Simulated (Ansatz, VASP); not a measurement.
# CeO2: VASP beside Ansatz

Aim: how closely do two programs agree when they are given the same cell, functional and k mesh? The cell is taken from a series of runs on this material, whose earlier steps may have relaxed, scaled, displaced or heated it; both programs get it as it stands.

Program: Ansatz 0.2.0. Level of theory: plane waves, with VASP 6.6.1 beside it; PBE. Results are calculated unless marked as measured.

### Step 1. The structure

The structure is cubic, space group Fm-3m (No. 225). The conventional cell has a = 5.464 Å, b = 5.464 Å, c = 5.464 Å, α = 90.00°, β = 90.00°, γ = 90.00°. Ce has 8 O at 2.37 Å nearest. Nearest to O lie 4 Ce at 2.37 Å. Farther neighbours and most contacts between anions are not listed.

### Step 2. Ansatz: relaxation of cell and atoms, PBE

Ansatz runs on its default PAW (the set named soft_2) files.

The relaxed volume is the usual yardstick between codes: in a stiff, nearly cubic crystal its relative difference is about their pressure difference at one cell divided by the bulk modulus.

The input, input.yaml:

```yaml
crystal:
  lattice:
    - [0.0, 2.7320622393, 2.7320622393]
    - [2.7320622393, 0.0, 2.7320622393]
    - [2.7320622393, 2.7320622393, 0.0]
  atoms:
    - { symbol: Ce, position: [0.0, 0.0, 0.0] }
    - { symbol: O, position: [0.25, 0.25, 0.25] }
    - { symbol: O, position: [0.75, 0.75, 0.75] }
kpoints:
  mp_grid: { grid: [12, 12, 12] }
hamiltonian:
  xc: pbe
scf:
  occupations: { method: fixed }
output:
  forces: true
  stress: true
  eigenvalues: true
relax:
  adjacent_minimum: "off"
  f_tol: 0.001
  max_steps: 60
  cell: { stress_tol: 0.01 }
```

The run is started by

```sh
$ ansatz run input.yaml --threads 4 --pin off --max-ram 8192MiB --backend cpu --events-out ev --progress --plain --runs-dir out
```

Numbers of over 12 decimals in the logs are rounded to 6 here.

Output:

```text
Engine: ansatz 0.2.0, aarch64-unknown-linux-gnu
Pseudopotentials: kind: paw
Pseudopotential: Ce, paw, valence charge 12, recommended cutoff 420 eV (normal), Ce.paw.azcp
Pseudopotential: O, paw, valence charge 6, recommended cutoff 420 eV (normal), O.paw.azcp
Functional definition: PBE
  parameter kappa = 0.804
  parameter beta = 0.066725
  exchange = pbe_x(kappa = kappa, mu = beta*pi^2/3)
  correlation = pbe_c(beta = beta)
Crystal: 3 atoms, lattice volume = 40.785 Å³
Basis set: ecut = 420 eV, 821 PW (Γ), exchange–correlation on 54×54×54 points (8 copies of the dense FFT grid, shifted against one another)
Bands: 16, of which v1, the nominal top of the filled ones, is band 12 counted from 1 (11 counted from 0)
Symmetry: 48 space group operations
Space group: Fm-3m (ITA 225), of the structure as read, at distance tolerance 3.4e-5 Å
k-points: 72 of 1728
Non-local potential: Ce, projectors of the file, l = 0: 3, l = 1: 2, l = 2: 2, l = 3: 3
Non-local potential: O, projectors of the file, l = 0: 2, l = 1: 2, l = 2: 1
PAW form: soft (Blöchl's): semilocal exchange-correlation on the pseudo side does not see the compensation charge
PAW one-centre angular grid: Ce, 590 points (default); XC on 64 Gauss nodes
PAW one-centre angular grid: O, 110 points (default); XC on 64 Gauss nodes
Initial density: superposition of atomic densities (neutral atoms: chi_scale 0, normalization atom), corrected by the library's trained network
Initial wavefunctions: pseudopotential atomic-orbital guess
Functional: x = pbe(κ = 0.804, μ = 0.219515), c = pbe(β = 0.066725)
SCF iter   1: F=—  HF=-7715.822994 eV  |F-HF|=—  |Δ(HF+E_count)|=         —  Δρ=4.53e-3  dr2=5.65e-3  ethr=1.77e-3  ⟨swp⟩=3.7  Hψ=5216  notcnv=0  defer=40
preconditioner: auto → none  [insulator: Δε(μ)=1.935 eV  Ē_g=9.991 eV  n_scr=14 (ndim 8)  ℏωp=27.3 eV  f_vac=0.037  ε∞_Penn≈8.5]
SCF iter   2: F=—  HF=-7715.829835 eV  |F-HF|=—  |Δ(HF+E_count)|=   6.84e-3  Δρ=1.03e-2  dr2=4.87e-2  ethr=2.35e-5  ⟨swp⟩=3.0  Hψ=2990  notcnv=0  defer=110
SCF iter   3: F=—  HF=-7715.826844 eV  |F-HF|=—  |Δ(HF+E_count)|=   2.99e-3  Δρ=5.72e-3  dr2=1.48e-2  ethr=2.35e-5  ⟨swp⟩=3.0  Hψ=2460  notcnv=0  defer=119
SCF iter   4: F=—  HF=-7715.826251 eV  |F-HF|=—  |Δ(HF+E_count)|=   5.93e-4  Δρ=2.28e-3  dr2=2.33e-3  ethr=2.35e-5  ⟨swp⟩=2.4  Hψ=1602  notcnv=0  defer=118
SCF iter   5: F=—  HF=-7715.826181 eV  |F-HF|=—  |Δ(HF+E_count)|=   6.96e-5  Δρ=4.13e-4  dr2=8.08e-5  ethr=9.71e-6  ⟨swp⟩=2.1  Hψ=1527  notcnv=0  defer=134
SCF iter   6: F=—  HF=-7715.826124 eV  |F-HF|=—  |Δ(HF+E_count)|=   5.74e-5  Δρ=2.28e-5  dr2=1.30e-7  ethr=3.37e-7  ⟨swp⟩=2.0  Hψ=1616  notcnv=0  defer=54
SCF iter   7: F=-7715.826124 eV  HF=-7715.826124 eV  |F-HF|=6.00e-10  |Δ(HF+E_count)|=   3.68e-7  Δρ=4.34e-6  dr2=6.93e-9  ethr=4.17e-10  ⟨swp⟩=7.3  Hψ=6379  notcnv=0
SCF 1 converged in 7 iterations: F = -7715.826124 eV  dr2 = 6.93e-9
  greatest PAW one-centre occupation: 0.988 electrons in one spin orbital (limit 2), on the Ce atom at site 0 (counted from 0), in its partial waves of l = 0
relax step   1: F+E_penalty+E_count = -7715.82612400 eV  Δ(F+E_penalty+E_count) = +0.000e0 eV  max|allowed force component| = 1.234e-17 eV/Å  Δτ_max = 0.0000 Å  P = +0.013 GPa  Ω = 40.785 Å³  (7 SCF iters, dr2 threshold 1.00e-7 eV, accepted)
[...]
relax step   2: F+E_penalty+E_count = -7715.82610582 eV  Δ(F+E_penalty+E_count) = +1.818e-5 eV  max|allowed force component| = 5.166e-17 eV/Å  Δτ_max = 0.0000 Å  P = -0.010 GPa  Ω = 40.790 Å³  energy of the carried Pulay correction = -1.821e-5 eV  (5 SCF iters, dr2 threshold 3.98e-10 eV, accepted)
[...]
relax step   3: F+E_penalty+E_count = -7715.82611413 eV  Δ(F+E_penalty+E_count) = -8.304e-6 eV  max|allowed force component| = 6.014e-17 eV/Å  Δτ_max = 0.0000 Å  P = -0.000 GPa  Ω = 40.788 Å³  energy of the carried Pulay correction = -9.982e-6 eV  (4 SCF iters, dr2 threshold 2.70e-10 eV, accepted)
[...]
relax step   4: F+E_penalty+E_count = -7715.82611413 eV  Δ(F+E_penalty+E_count) = -1.382e-10 eV  max|allowed force component| = 9.406e-17 eV/Å  Δτ_max = 0.0000 Å  P = +0.000 GPa  Ω = 40.788 Å³  stress off target by 2.80e-4 GPa  SCF on the basis re-selected at this cell (its energy is not comparable with the rows above)  (9 SCF iters)
basis re-selected at this cell: Δ(F+E_penalty+E_count) = -1.382e-10 eV, ΔP = +0.000 GPa vs the last step (what re-selecting the basis moved, of the pressure what is left beyond the Pulay correction that the steps carried, after the strain that the cell walked since its last selection, with what the two solves' SCF thresholds leave and, on support functions, any second-order correction that the steps lacked; it is no  [...]
SCF converged after 9 iterations
Free energy (F): -7715.826114 eV
Harris-Foulkes:  -7715.826114 eV  (|F-HF|=1.82e-12)
Internal energy: -7715.826114 eV  (E = F + TS)
E sigma→0 (E₀):  -7715.826114 eV
Fermi energy:    10.727952 eV
--- Per-component energies (eV) ---
  E_band       = 20.492377
  E_kinetic    = 737.557185
  E_local      = -941.261171  (includes V_loc(G=0)·N_el)
  E_nonlocal   = 32.041995
  E_hartree    = 333.642607
  E_xc         = -379.256822
  E_vxc        = -446.781005  (∫ρ·V_xc dr)
  E_paw        = -5785.975692  (= ΣΔE_a)
  E_vpaw       = -28.354642  (= ΣTr[D̂ρ^β])
  E_aug_tail   = 0.004807  (compensation charges beyond the density's cutoff)
  E_ewald      = -1712.579024
  E_smearing   = -0.000000  (= −TS)
  E_closure    = 0.000000  (closes the sum)
  Σ components = -7715.826114   (vs F -7715.826114, Δ=0.00e0)
--- Forces (eV/Å), atoms counted from 1 ---
  atom   1  Ce    -0.00000000    -0.00000000     0.00000000
  atom   2  O     -0.00000000     0.00000000     0.00000000
  atom   3  O      0.00000000    -0.00000000    -0.00000000
  max |Σ_I F_I| component: 2.31e-17 eV/Å
--- Stress (GPa, compression-positive) ---
        0.000280      -0.000000      -0.000000
       -0.000000       0.000280      -0.000000
       -0.000000      -0.000000       0.000280
  P = ⅓ Tr σ = 0.0003 GPa (0.003 kbar)
--- Band table (eV; the first three rows and the last of 72) ---
  k-point 0: bands = [... 8 lower, 7.0159, 10.1602, 10.1602, 10.1602, 12.9318, 12.9318, 12.9318, 13.1598]
  k-point 1: bands = [... 8 lower, 7.1874, 10.0931, 10.1334, 10.1334, 12.9261, 12.9261, 12.9324, 13.1687]
  k-point 2: bands = [... 8 lower, 7.6495, 9.9337, 10.0673, 10.0673, 12.9063, 12.9063, 12.9340, 13.1919]
  k-point 71: bands = [... 8 lower, 9.6935, 9.6935, 10.0483, 10.1084, 12.6940, 12.8033, 12.8033, 13.0367]
--- Relaxed structure (3 steps of the walk, 3 accepted, 1 SCFs on fresh bases) ---
  F+E_penalty+E_count = -7715.82611413 eV   max|allowed force component| = 9.406e-17 eV/Å   (the final SCF, on the basis selected at the relaxed cell)
  cell:  # Å, volume = 40.7879 Å³
    - [0, 2.732125, 2.732125]
    - [2.732125, 0, 2.732125]
    - [2.732125, 2.732125, 0]
  atoms:
    - { symbol: Ce, position: [0, 0, 0] }
    - { symbol: O, position: [0.25, 0.25, 0.25] }
    - { symbol: O, position: [0.75, 0.75, 0.75] }
```

### Step 3. VASP: relaxation of cell and atoms, PBE

The same cell, functional and mesh now go to VASP, with its own data sets.

Lines of VASP's logs that name or quote its potential files are left out, and so is its time.

The input, INCAR:

```
SYSTEM = CeO2
PREC = Accurate
ENCUT = 600
EDIFF = 1E-07
NELM = 200
ISMEAR = 0
SIGMA = 0.01
LREAL = .FALSE.
ALGO = Normal
GGA = PE
NBANDS = 18
LASPH = .TRUE.
LORBIT = 11
LWAVE = .FALSE.
LCHARG = .FALSE.
ISIF = 3
IBRION = 2
NSW = 80
EDIFFG = -0.005
GGA_COMPAT = .FALSE.
NELMIN = 4
EFERMI = MIDGAP
LMAXMIX = 6
```

The input, POSCAR:

```
CeO2
1.0
    0.0000000000      2.7320620000      2.7320620000
    2.7320620000      0.0000000000      2.7320620000
    2.7320620000      2.7320620000      0.0000000000
Ce O
1 2
Direct
    0.0000000000      0.0000000000      0.0000000000
    0.2500000000      0.2500000000      0.2500000000
    0.7500000000      0.7500000000      0.7500000000
```

The input, KPOINTS:

```
Automatic mesh
0
Gamma
12 12 12
0 0 0
```

PAW data sets: Ce and O (PBE family, release 64).

The run is started by

```sh
$ mpirun -np 1 vasp_std
```

Output:

```text
[banner, memory and clock lines left out]
running    1 mpi-ranks, on    1 nodes
 distrk:  each k-point on    1 cores,    1 groups
 distr:  one band on    1 cores,    1 groups

 POSCAR found type information on POSCAR CeO
 POSCAR found :  2 types and       3 ions
 LDA part: xc-table for (Slater+PW92), standard interpolation
 POSCAR, INCAR and KPOINTS ok, starting setup
 FFT: planning ... GRIDC
 FFT: planning ... GRID_SOFT
 FFT: planning ... GRID
 WAVECAR not read
 entering main loop
       N       E                     dE             d eps       ncg     rms          rms(c)
DAV:   1     0.243689804799E+03    0.24369E+03   -0.12438E+04  2608   0.197E+03
DAV:   2     0.172322684469E+02   -0.22646E+03   -0.20365E+03  3272   0.306E+02
DAV:   3    -0.300993731136E+02   -0.47332E+02   -0.43431E+02  3400   0.159E+02
DAV:   4    -0.317326749586E+02   -0.16333E+01   -0.16321E+01  3398   0.311E+01
DAV:   5    -0.318378318217E+02   -0.10516E+00   -0.10513E+00  4516   0.633E+00    0.291E+01
DAV:   6    -0.301808842064E+02    0.16569E+01   -0.81081E+01  3754   0.528E+01    0.299E+01
DAV:   7    -0.284668801169E+02    0.17140E+01   -0.10706E+02  3994   0.113E+02    0.199E+01
DAV:   8    -0.277576810527E+02    0.70920E+00   -0.36909E+00  3166   0.155E+01    0.140E+01
DAV:   9    -0.263282456230E+02    0.14294E+01   -0.54213E+00  3790   0.197E+01    0.215E+00
DAV:  10    -0.262896034725E+02    0.38642E-01   -0.25558E-01  3992   0.374E+00    0.141E+00
DAV:  11    -0.262531452851E+02    0.36458E-01   -0.70317E-02  3830   0.283E+00    0.150E+00
DAV:  12    -0.262568889912E+02   -0.37437E-02   -0.37945E-02  4170   0.158E+00    0.997E-01
DAV:  13    -0.262419336779E+02    0.14955E-01   -0.24002E-01  3308   0.539E+00    0.118E+00
DAV:  14    -0.262399994924E+02    0.19342E-02   -0.10808E-02  4176   0.748E-01    0.950E-01
DAV:  15    -0.262357663739E+02    0.42331E-02   -0.96863E-03  3626   0.105E+00    0.383E-01
DAV:  16    -0.262350180517E+02    0.74832E-03   -0.28088E-03  4360   0.554E-01    0.130E-01
DAV:  17    -0.262350058664E+02    0.12185E-04   -0.16464E-04  3486   0.119E-01    0.292E-02
DAV:  18    -0.262350108391E+02   -0.49727E-05   -0.27670E-05  4424   0.488E-02    0.270E-02
DAV:  19    -0.262350100472E+02    0.79186E-06   -0.11529E-06  3474   0.864E-03    0.203E-02
DAV:  20    -0.262350063949E+02    0.36523E-05   -0.16031E-05  3714   0.428E-02    0.242E-03
DAV:  21    -0.262350063981E+02   -0.31621E-08   -0.45961E-07  3764   0.452E-03
   1 F= -.26235006E+02 E0= -.26235006E+02  d E =-.262350E+02
 curvature:   0.00 expect dE= 0.000E+00 dE for cont linesearch  0.000E+00
 trial: gam= 0.00000 g(F)=  0.131E-47 g(S)=  0.333E-04 ort = 0.000E+00 (trialstep = 0.100E+01)
 search vector abs. value=  0.333E-04
 bond charge predicted
       N       E                     dE             d eps       ncg     rms          rms(c)
DAV:   1    -0.262353204299E+02   -0.31403E-03   -0.75618E-03  2736   0.841E-01    0.275E-01
DAV:   2    -0.262351965980E+02    0.12383E-03   -0.26213E-03  3658   0.580E-01    0.140E-01
DAV:   3    -0.262350626415E+02    0.13396E-03   -0.21069E-03  3808   0.441E-01    0.102E-01
DAV:   4    -0.262350033773E+02    0.59264E-04   -0.30134E-04  3758   0.186E-01    0.937E-03
DAV:   5    -0.262350029541E+02    0.42320E-06   -0.21647E-05  4176   0.266E-02    0.844E-03
DAV:   6    -0.262350034377E+02   -0.48364E-06   -0.26881E-06  3172   0.105E-02    0.383E-03
DAV:   7    -0.262350043138E+02   -0.87610E-06   -0.80432E-07  4444   0.572E-03    0.314E-03
DAV:   8    -0.262350049418E+02   -0.62801E-06   -0.11158E-06  4184   0.568E-03    0.375E-03
DAV:   9    -0.262350046683E+02    0.27353E-06   -0.61043E-08  1528   0.262E-03    0.128E-03
DAV:  10    -0.262350046228E+02    0.45525E-07   -0.31571E-08  1436   0.125E-03
   2 F= -.26235005E+02 E0= -.26235005E+02  d E =0.177532E-05
 trial-energy change:    0.000002  1 .order    0.000003   -0.000033    0.000039
 step:   0.4813(harm=  0.4632)  dis= 0.00000  next Energy=   -26.235015 (dE=-0.810E-05)
 bond charge predicted
       N       E                     dE             d eps       ncg     rms          rms(c)
DAV:   1    -0.262351005585E+02   -0.95890E-04   -0.20305E-03  2696   0.436E-01    0.142E-01
DAV:   2    -0.262350690337E+02    0.31525E-04   -0.70974E-04  3640   0.304E-01    0.733E-02
DAV:   3    -0.262350310599E+02    0.37974E-04   -0.57011E-04  3794   0.228E-01    0.525E-02
DAV:   4    -0.262350152452E+02    0.15815E-04   -0.79669E-05  3726   0.959E-02    0.483E-03
DAV:   5    -0.262350148210E+02    0.42414E-06   -0.55691E-06  4126   0.138E-02    0.469E-03
DAV:   6    -0.262350147345E+02    0.86521E-07   -0.71913E-07  3038   0.541E-03
   3 F= -.26235015E+02 E0= -.26235015E+02  d E =-.833640E-05
 curvature:  -0.23 expect dE=-0.839E-08 dE for cont linesearch -0.839E-08
 trial: gam=-0.03193 g(F)=  0.172E-48 g(S)=  0.363E-07 ort = 0.110E-05 (trialstep = 0.896E+00)
 search vector abs. value=  0.140E-09
 reached required accuracy - stopping structural energy minimisation
```

From OUTCAR (step 3):

```text
ion  position               nearest neighbor table
   1  0.000  0.000  0.000-   2 2.37   3 2.37   3 2.37   3 2.37   3 2.37   2 2.37   2 2.37   2 2.37

  LATTYP: Found a face centered cubic cell.
 ALAT       =     5.4641240000

 Subroutine GETGRP returns: Found 48 space group operations
 (whereof 48 operations were pure point group operations)

The static configuration has the point symmetry O_h .

 Found     72 irreducible k-points:

   k-points           NKPTS =     72   k-points in BZ     NKDIM =     72   number of bands    NBANDS=     18

   dimension x,y,z NGX =    32 NGY =   32 NGZ =   32
   dimension x,y,z NGXF=    64 NGYF=   64 NGZF=   64

   ENCUT  =  600.0 eV  44.10 Ry    6.64 a.u.   7.72  7.72  7.72*2*pi/ulx,y,z

   NELECT =      24.0000    total number of electrons

 k-points in reciprocal lattice and weights: Automatic mesh
   0.00000000  0.00000000  0.00000000       0.001
   0.08333333  0.00000000  0.00000000       0.005
   0.16666667  0.00000000  0.00000000       0.005
   0.25000000  0.00000000  0.00000000       0.005
   0.33333333  0.00000000  0.00000000       0.005
   0.41666667  0.00000000  0.00000000       0.005
   0.50000000  0.00000000  0.00000000       0.002
   0.08333333  0.08333333  0.00000000       0.003
   0.16666667  0.08333333  0.00000000       0.014
[...]
-0.33333333  0.50000000  0.16666667       0.007
  -0.25000000  0.50000000  0.25000000       0.003

 average (electrostatic) potential at core
       1 -77.5720       2 -68.2590       3 -68.2590

 E-fermi :   5.9797

 k-point     1 :       0.0000    0.0000    0.0000
  band No.  band energies     occupation
    ...
      8       1.3371      2.00000
      9       1.3371      2.00000
     10       4.4729      2.00000
     11       4.4729      2.00000
     12       4.4729      2.00000
     13       7.2188      0.00000
     14       7.2188      0.00000
     15       7.2188      0.00000
     16       7.4473      0.00000
     17       7.8521      0.00000
    ...

 k-point     2 :       0.0833    0.0000    0.0000
  band No.  band energies     occupation
    ...
      8       1.4006      2.00000
      9       1.5082      2.00000
     10       4.4069      2.00000
     11       4.4470      2.00000
     12       4.4470      2.00000
     13       7.2132      0.00000
     14       7.2132      0.00000
     15       7.2194      0.00000
     16       7.4563      0.00000
     17       7.8059      0.00000
    ...

 k-point     3 :       0.1667    0.0000    0.0000
  band No.  band energies     occupation
    ...
      8       1.5722      2.00000
      9       1.9708      2.00000
     10       4.2490      2.00000
     11       4.3820      2.00000
     12       4.3820      2.00000
     13       7.1936      0.00000
     14       7.1936      0.00000
     15       7.2210      0.00000
     16       7.4799      0.00000
     17       7.6326      0.00000
    ...

  Total       -0.0008672     -0.0008672     -0.0008672      0.0000000      0.0000000     -0.0000000
  in kB       -0.0340884     -0.0340884     -0.0340884      0.0000000      0.0000000     -0.0000000
  external PRESSURE =      -0.0340884 kB  Pullay stress =       0.0000000 kB

  energy-cutoff  :      600.00
  volume of cell :       40.76
      direct lattice vectors                 reciprocal lattice vectors
     0.000000000  2.731506645  2.731506645    -0.183049161  0.183049161  0.183049161
     2.731506645  0.000000000  2.731506645     0.183049161 -0.183049161  0.183049161
     2.731506645  2.731506645  0.000000000     0.183049161  0.183049161 -0.183049161

 POSITION                                       TOTAL-FORCE (eV/Angst)
 -----------------------------------------------------------------------------------
      0.00000      0.00000      0.00000        -0.000000     -0.000000      0.000000
      1.36575      1.36575      1.36575         0.000000      0.000000     -0.000000
      4.09726      4.09726      4.09726        -0.000000     -0.000000      0.000000
 -----------------------------------------------------------------------------------
    total drift:                                0.000000     -0.000000      0.000000

  FREE ENERGIE OF THE ION-ELECTRON SYSTEM (eV)
  ---------------------------------------------------
  free  energy   TOTEN  =       -26.2350147345 eV

  energy  without entropy=      -26.2350147345  energy(sigma->0) =      -26.23501473

 reached required accuracy - stopping structural energy minimisation

 total charge
# of ion       s       p       d       f       tot
--------------------------------------------------
    1        2.020   5.804   0.857   0.950   9.631
    2        1.572   3.432   0.000   0.000   5.004
    3        1.572   3.432   0.000   0.000   5.004
--------------------------------------------------
tot          5.164  12.667   0.857   0.950  19.638

[... 3 further parts left out ...]
```

CONTCAR:

```
CeO2
   1.00000000000000
     0.0000000000000000    2.7315066449216951    2.7315066449216951
     2.7315066449216951    0.0000000000000000    2.7315066449216951
     2.7315066449216951    2.7315066449216951    0.0000000000000000
  Ce              O
     1     2
Direct
     0.0000000000000000    0.0000000000000000    0.0000000000000000
     0.2500000000000000    0.2500000000000000    0.2500000000000000
     0.7500000000000000    0.7500000000000000    0.7500000000000000
```

This run has no spin polarisation, so a moment on Ce, if there is one, isn't seen. Without U or exact exchange, f electrons of an open shell come out too delocalised.

### Step 4. Comparison

Known differences besides the potentials themselves: fixed occupations in Ansatz, narrow Gaussian smearing in VASP; the cutoff is 420 eV in Ansatz and 600 eV in VASP; Ansatz adds a Pulay correction to the stress that steers its cell, VASP none. Total energies have different zeros and are not compared.

Both answers:

```csv
quantity,Ansatz,VASP,difference
volume (Å³),40.79,40.76,+0.07 %
"edge a after relaxation, in the typed setting (Å)",3.864,3.863,+0.02 %
```

### Step 5. Outcome

```json
{"difference in volume (relaxation of cell and atoms, PBE)": "0.068 %"}
```

In words: The difference in volume is 0.068 % (relaxation of cell and atoms, PBE), within the 1.2 % picked in this series as the mark of a large difference, as far as the stopping tolerances let one tell. Such differences can come from data sets, numerical settings and the points named under the comparisons, not from the functional's error against experiment.

[Lines on the potential files, build, host, timing and source positions are cut from VASP's logs without a mark.]

[Logs are printed without paths, hosts, clocks, repeated set-up lines and the standing remarks that a program may print on its own settings, such as how far it seeks lower states.]

[Hosts, paths, dates, database ids (printed as entryN), source tags and the programs' standing remarks are cut or masked in the printed files.]
